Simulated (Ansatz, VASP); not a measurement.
## Cross-check of SnAs between VASP and Ansatz

One calculation is typed for both programs; each brings its own data sets. How far apart do they land? The cell is taken from a series of runs on this material, whose earlier steps may have relaxed, scaled, displaced or heated it; both programs get it as it stands.

Calculated with Ansatz 0.2.0; plane waves, with VASP 6.6.1 beside it; elastic constants at LDA.

## (1) Set-up

The structure is cubic, space group Fm-3m (No. 225). Conventional cell: a = 5.681 Å, b = 5.681 Å, c = 5.681 Å, α = 90.00°, β = 90.00°, γ = 90.00°. Nearest to Sn lie 6 As at 2.84 Å. Nearest to As lie 6 Sn at 2.84 Å. Farther neighbours are not listed.

## (2) VASP: elastic constants, LDA

Elastic constants are differences of stresses under small strains, so they test the stress and the mesh.

Lines of VASP's logs that name or quote its potential files are left out, and so is its time.

Input file INCAR:

```
SYSTEM = SnAs
PREC = Accurate
ENCUT = 500
EDIFF = 1E-08
NELM = 120
ISMEAR = 0
SIGMA = 0.1
LREAL = .FALSE.
ALGO = Normal
GGA = CA
NBANDS = 15
LORBIT = 11
LWAVE = .FALSE.
LCHARG = .FALSE.
ISIF = 3
IBRION = 6
NFREE = 2
POTIM = 0.015
NSW = 1
LASPH = .TRUE.
GGA_COMPAT = .FALSE.
```

Input file POSCAR:

```
SnAs
1.0
    0.0000000000      2.8405000000      2.8405000000
    2.8405000000      0.0000000000      2.8405000000
    2.8405000000      2.8405000000      0.0000000000
Sn As
1 1
Direct
    0.0000000000      0.0000000000      0.0000000000
    0.5000000000      0.5000000000      0.5000000000
```

Input file KPOINTS:

```
Automatic mesh
0
Gamma
6 6 6
0 0 0
```

The projector-augmented-wave data sets are Sn_d and As (LDA family, release 64).

On the command line:

```bash
$ mpirun -np 1 vasp_std
```

Numbers of over 12 decimals in the logs are rounded to 6 here.

The program printed:

```text
[banner, memory and clock lines left out]
running    1 mpi-ranks, on    1 nodes
 distrk:  each k-point on    1 cores,    1 groups
 distr:  one band on    1 cores,    1 groups

 POSCAR found type information on POSCAR SnAs
 POSCAR found :  2 types and       2 ions
 LDA part: xc-table for (Slater(with rela. corr.)+CA(PZ))
 , standard interpolation
 POSCAR, INCAR and KPOINTS ok, starting setup
 FFT: planning ... GRIDC
 FFT: planning ... GRID_SOFT
 FFT: planning ... GRID
 WAVECAR not read
 entering main loop
       N       E                     dE             d eps       ncg     rms          rms(c)
DAV:   1     0.114721449316E+03    0.11472E+03   -0.92045E+03   494   0.149E+03
DAV:   2    -0.889541756246E+00   -0.11561E+03   -0.11256E+03   522   0.372E+02
DAV:   3    -0.991747086948E+01   -0.90279E+01   -0.89888E+01   620   0.880E+01
DAV:   4    -0.101338806862E+02   -0.21641E+00   -0.21636E+00   571   0.150E+01
DAV:   5    -0.101413124999E+02   -0.74318E-02   -0.74317E-02   672   0.260E+00    0.287E+00
DAV:   6    -0.100352688657E+02    0.10604E+00   -0.18304E-01   702   0.444E+00    0.170E+00
DAV:   7    -0.100233339449E+02    0.11935E-01   -0.44050E-02   630   0.153E+00    0.544E-01
DAV:   8    -0.100215913600E+02    0.17426E-02   -0.46899E-03   629   0.789E-01    0.699E-02
DAV:   9    -0.100215176114E+02    0.73749E-04   -0.59143E-04   682   0.291E-01    0.653E-02
DAV:  10    -0.100215130118E+02    0.45996E-05   -0.41664E-05   606   0.494E-02    0.372E-02
DAV:  11    -0.100215090524E+02    0.39594E-05   -0.15220E-05   662   0.385E-02    0.801E-03
DAV:  12    -0.100215091633E+02   -0.11090E-06   -0.21784E-06   627   0.160E-02    0.402E-03
DAV:  13    -0.100215091559E+02    0.73801E-08   -0.45539E-08   571   0.167E-03
   1 F= -.10021509E+02 E0= -.10019022E+02  d E =-.497399E-02
[... from here on, the cycles between the ionic steps are left out ...]
   2 F= -.10013890E+02 E0= -.10011052E+02  d E =-.567576E-02
   3 F= -.10017789E+02 E0= -.10015701E+02  d E =-.417436E-02
   9 F= -.10020387E+02 E0= -.10017861E+02  d E =-.505226E-02
  10 F= -.10020387E+02 E0= -.10017861E+02  d E =-.505221E-02
  11 F= -.10020387E+02 E0= -.10017861E+02  d E =-.505228E-02
  12 F= -.10020387E+02 E0= -.10017861E+02  d E =-.505221E-02
  13 F= -.10020387E+02 E0= -.10017861E+02  d E =-.505225E-02
  14 F= -.10021327E+02 E0= -.10018850E+02  d E =-.495428E-02
  15 F= -.10021327E+02 E0= -.10018850E+02  d E =-.495415E-02
  16 F= -.10021325E+02 E0= -.10018847E+02  d E =-.495422E-02
 Finite differences progress:
  Degree of freedom:   8/  8
  Displacement:        1/  2
  Total:              15/ 16
 bond charge predicted
       N       E                     dE             d eps       ncg     rms          rms(c)
DAV:   1    -0.100204075505E+02    0.91704E-03   -0.34737E-01   928   0.235E+00    0.122E-01
DAV:   2    -0.100213744280E+02   -0.96688E-03   -0.11141E-02  1054   0.585E-01    0.460E-02
DAV:   3    -0.100213298435E+02    0.44584E-04   -0.10987E-04  1096   0.718E-02    0.189E-02
DAV:   4    -0.100213249290E+02    0.49146E-05   -0.19311E-05  1082   0.256E-02    0.490E-03
DAV:   5    -0.100213245766E+02    0.35234E-06   -0.24334E-06  1082   0.997E-03    0.919E-04
DAV:   6    -0.100213245919E+02   -0.15255E-07   -0.18089E-07  1129   0.296E-03    0.453E-04
DAV:   7    -0.100213245930E+02   -0.11214E-08   -0.75964E-09   837   0.654E-04
  17 F= -.10021325E+02 E0= -.10018847E+02  d E =-.495435E-02
 Finite differences progress:
  Degree of freedom:   8/  8
  Displacement:        2/  2
  Total:              16/ 16
```

Parts of OUTCAR (step 2):

```text
ion  position               nearest neighbor table
   1  0.000  0.000  0.000-   2 2.84   2 2.84   2 2.84   2 2.84   2 2.84   2 2.84
   2  0.500  0.500  0.500-   1 2.84   1 2.84   1 2.84   1 2.84   1 2.84   1 2.84

  LATTYP: Found a face centered cubic cell.
 ALAT       =     5.6810000000

 Subroutine GETGRP returns: Found 48 space group operations
 (whereof 48 operations were pure point group operations)

The static configuration has the point symmetry O_h .

 Found     16 irreducible k-points:

   k-points           NKPTS =     16   k-points in BZ     NKDIM =     16   number of bands    NBANDS=     15

   dimension x,y,z NGX =    30 NGY =   30 NGZ =   30
   dimension x,y,z NGXF=    60 NGYF=   60 NGZF=   60

   ENCUT  =  500.0 eV  36.75 Ry    6.06 a.u.   7.32  7.32  7.32*2*pi/ulx,y,z

   NELECT =      19.0000    total number of electrons

 k-points in reciprocal lattice and weights: Automatic mesh
   0.00000000  0.00000000  0.00000000       0.005
   0.16666667  0.00000000  0.00000000       0.037
   0.33333333  0.00000000  0.00000000       0.037
   0.50000000  0.00000000  0.00000000       0.019
   0.16666667  0.16666667  0.00000000       0.028
   0.33333333  0.16666667  0.00000000       0.111
   0.50000000  0.16666667  0.00000000       0.111
  -0.33333333  0.16666667  0.00000000       0.111
  -0.16666667  0.16666667  0.00000000       0.056
[...]
-0.33333333  0.33333333  0.16666667       0.111
  -0.33333333  0.50000000  0.16666667       0.056

 average (electrostatic) potential at core
       1 -99.6334       2 -50.8055

 E-fermi :   6.8868

 k-point     1 :       0.0000    0.0000    0.0000
  band No.  band energies     occupation
    ...
      6      -6.1920      2.00000
      7       4.5478      2.00000
      8       6.0522      2.00000
      9       6.0530      2.00000
     10       6.0530      2.00000
     11      12.6793      0.00000
     12      12.6793      0.00000
     13      12.6862      0.00000
     14      13.2626      0.00000
     15      13.2685      0.00000

 k-point     2 :       0.1667    0.0000    0.0000
  band No.  band energies     occupation
    ...
      5     -14.2709      2.00000
      6      -5.8543      2.00000
      7       2.5214      2.00000
      8       6.0995      2.00000
      9       6.1001      2.00000
     10       7.3947      0.00000
     11      11.1538      0.00000
     12      11.1551      0.00000
     13      11.3208      0.00000
     14      13.3111      0.00000
    ...

 k-point     3 :       0.3333    0.0000    0.0000
  band No.  band energies     occupation
    ...
      5     -14.2582      2.00000
      6      -4.9097      2.00000
      7      -0.0166      2.00000
      8       6.3170      2.00000
      9       6.3179      2.00000
     10       7.9985      0.00000
     11       9.3427      0.00000
     12       9.3443      0.00000
     13      10.0795      0.00000
     14      14.7632      0.00000
    ...

  Total       -0.1387048     -0.1471031     -0.1471031     -0.0000000      0.0000000      0.0000000
  in kB       -4.8482803     -5.1418338     -5.1418338     -0.0000000      0.0000000      0.0000000
  external PRESSURE =      -5.0439827 kB  Pullay stress =       0.0000000 kB

  energy-cutoff  :      500.00
  volume of cell :       45.84
      direct lattice vectors                 reciprocal lattice vectors
     0.000000000  2.840500000  2.840500000    -0.176025348  0.176025348  0.176025348
     2.840500000  0.000000000  2.840500000     0.176025348 -0.176025348  0.176025348
     2.840500000  2.840500000  0.000000000     0.176025348  0.176025348 -0.176025348

 POSITION                                       TOTAL-FORCE (eV/Angst)
 -----------------------------------------------------------------------------------
      0.00000      0.00000      0.00000        -0.024655      0.000000      0.000000
      2.82550      2.84050      2.84050         0.024655      0.000000      0.000000
 -----------------------------------------------------------------------------------
    total drift:                                0.000011      0.000000      0.000000

  FREE ENERGIE OF THE ION-ELECTRON SYSTEM (eV)
  ---------------------------------------------------
  free  energy   TOTEN  =       -10.0213245930 eV

  energy  without entropy=      -10.0163702382  energy(sigma->0) =      -10.01884742

  SYMMETRIZED ELASTIC MODULI (kBar)
 Direction    XX          YY          ZZ          XY          YZ          ZX
 --------------------------------------------------------------------------------
 XX        1804.4484    224.9366    224.9366     -0.0000     -0.0000     -0.0000
 YY         224.9366   1804.4484    224.9366      0.0000      0.0000      0.0000
 ZZ         224.9366    224.9366   1804.4484     -0.0000     -0.0000     -0.0000
 XY          -0.0000      0.0000     -0.0000    349.2361      0.0000      0.0000
 YZ          -0.0000      0.0000     -0.0000      0.0000    349.2361      0.0000
 ZX          -0.0000      0.0000     -0.0000      0.0000      0.0000    349.2361
 --------------------------------------------------------------------------------

 Eigenvectors and eigenvalues of the dynamical matrix
 ----------------------------------------------------

   1 f  =    2.954275 THz    18.562256 2PiTHz   98.543999 cm-1    12.217893 meV
             X         Y         Z           dx          dy          dz
      0.000000  0.000000  0.000000     0.000000    0.620991    0.000000
      2.840500  2.840500  2.840500     0.000000   -0.783818    0.000000

   2 f  =    2.954275 THz    18.562256 2PiTHz   98.543999 cm-1    12.217893 meV
             X         Y         Z           dx          dy          dz
      0.000000  0.000000  0.000000    -0.620991    0.000000    0.000000
      2.840500  2.840500  2.840500     0.783818    0.000000    0.000000

   3 f  =    2.954275 THz    18.562256 2PiTHz   98.543999 cm-1    12.217893 meV
             X         Y         Z           dx          dy          dz
      0.000000  0.000000  0.000000     0.000000    0.000000   -0.620991
      2.840500  2.840500  2.840500     0.000000    0.000000    0.783818

   4 f/i=    0.003944 THz     0.024781 2PiTHz    0.131560 cm-1     0.016311 meV
             X         Y         Z           dx          dy          dz
      0.000000  0.000000  0.000000     0.783818    0.000000    0.000000
      2.840500  2.840500  2.840500     0.620991    0.000000    0.000000

   5 f/i=    0.003944 THz     0.024781 2PiTHz    0.131560 cm-1     0.016311 meV
             X         Y         Z           dx          dy          dz
      0.000000  0.000000  0.000000     0.000000   -0.783818    0.000000
      2.840500  2.840500  2.840500     0.000000   -0.620991    0.000000

   6 f/i=    0.003944 THz     0.024781 2PiTHz    0.131560 cm-1     0.016311 meV
             X         Y         Z           dx          dy          dz
      0.000000  0.000000  0.000000     0.000000    0.000000    0.783818
      2.840500  2.840500  2.840500     0.000000    0.000000    0.620991

 ELASTIC MODULI CONTR FROM IONIC RELAXATION (kBar)
 Direction    XX          YY          ZZ          XY          YZ          ZX
 --------------------------------------------------------------------------------
 XX           0.0000      0.0000      0.0000      0.0000      0.0000      0.0000
 YY           0.0000      0.0000      0.0000      0.0000      0.0000      0.0000
 ZZ           0.0000      0.0000      0.0000      0.0000      0.0000      0.0000
 XY           0.0000      0.0000      0.0000      0.0000      0.0000      0.0000
 YZ           0.0000      0.0000      0.0000      0.0000      0.0000      0.0000
 ZX           0.0000      0.0000      0.0000      0.0000      0.0000      0.0000
 --------------------------------------------------------------------------------

 TOTAL ELASTIC MODULI (kBar)
 Direction    XX          YY          ZZ          XY          YZ          ZX
 --------------------------------------------------------------------------------
 XX        1804.4484    224.9366    224.9366     -0.0000     -0.0000     -0.0000
 YY         224.9366   1804.4484    224.9366      0.0000      0.0000      0.0000
 ZZ         224.9366    224.9366   1804.4484     -0.0000     -0.0000     -0.0000
 XY          -0.0000      0.0000     -0.0000    349.2361      0.0000      0.0000
 YZ          -0.0000      0.0000     -0.0000      0.0000    349.2361      0.0000
 ZX          -0.0000      0.0000     -0.0000      0.0000      0.0000    349.2361
 --------------------------------------------------------------------------------

 total charge
# of ion       s       p       d       tot
------------------------------------------
    1        1.241   0.977  10.018  12.236
    2        1.266   1.463   0.036   2.765
--------------------------------------------------
tot          2.507   2.440  10.054  15.000

[... 3 further parts left out ...]
```

CONTCAR:

```
SnAs
   1.00000000000000
     0.0000000000000000    2.8405000000000000    2.8405000000000000
     2.8405000000000000    0.0000000000000000    2.8405000000000000
     2.8405000000000000    2.8405000000000000    0.0000000000000000
  Sn              As
     1     1
Direct
     0.0000000000000000    0.0000000000000000    0.0000000000000000
     0.5026403802147510    0.4973596197852491    0.4973596197852490
```

The k-mesh is coarse for a metal.

Levels, forces or a CONTCAR printed for this step are those of its last displaced cell, not of the structure at rest.

(Continued in part 2 of 2.)

[Lines on the potential files, build, host, timing and source positions are cut from VASP's logs without a mark.]

[Logs are printed without paths, hosts, clocks, repeated set-up lines and the standing remarks that a program may print on its own settings, such as how far it seeks lower states.]

[Hosts, paths, dates, database ids (printed as entryN), source tags and the programs' standing remarks are cut or masked in the printed files.]
